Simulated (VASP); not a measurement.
Calculation: revTPSS meta-GGA, VASP's PBE PAW potentials (set 64) (plane waves; VASP).

Input for VASP

POSCAR:
```
CoSi2
1
   -0.0000000000     2.6522834142     2.6522834142
    2.6522834142    -0.0000000000     2.6522834142
    2.6522834142     2.6522834142    -0.0000000000
Co Si
1 2
Direct
  0.0000000000   0.0000000000   0.0000000000
  0.2500000000   0.2500000000   0.2500000000
  0.7500000000   0.7500000000   0.7500000000
```

KPOINTS:
```
Automatic mesh
0
Gamma
11 11 11
0 0 0
```

File KPOINTS_OPT:
```
k-points along high-symmetry lines
10
Line-mode
Reciprocal
  0.000000   0.000000   0.000000 ! GAMMA
  0.500000   0.000000   0.500000 ! X

  0.500000   0.000000   0.500000 ! X
  0.625000   0.250000   0.625000 ! U

  0.375000   0.375000   0.750000 ! K
  0.000000   0.000000   0.000000 ! GAMMA

  0.000000   0.000000   0.000000 ! GAMMA
  0.500000   0.500000   0.500000 ! L

  0.500000   0.500000   0.500000 ! L
  0.500000   0.250000   0.750000 ! W

  0.500000   0.250000   0.750000 ! W
  0.500000   0.000000   0.500000 ! X
```

INCAR:
```
! general
SYSTEM =CoSi2
PREC   =Accurate
ENCUT  =520
LREAL  =.FALSE.
LASPH  =.TRUE.

! electronic loop
EDIFF  =1E-7
NELM   =100
ALGO   =Normal
LMAXMIX=4
LMIXTAU=.TRUE.

! smearing
ISMEAR =-5

! functional
METAGGA=RTPSS

! ions
ISIF   =2

! output
LWAVE  =.FALSE.
LCHARG =.FALSE.
LORBIT =11
NEDOS  =601

! other
LEFG   =.TRUE.
```

POTCAR, in this order: Co Si (PBE.64 set). Program: vasp_std.

Q: What will the output report for the number of irreducible k-points (NKPTS), largest plane-wave count, number of space-group operations, FFT grid (NGX, NGY, NGZ)?

A: 
```
Item                                          Result
--------------------------------------  ------------
number of irreducible k-points (NKPTS)            56
largest plane-wave count                        1018
number of space-group operations                  48
FFT grid (NGX, NGY, NGZ)                28 × 28 × 28
```

The compound is CoSi2 in the fluorite structure. It was relaxed first. The run is not spin-polarised, so no magnetic state was tried. The electron count is odd and the run is not spin-polarised, which forces a metal.
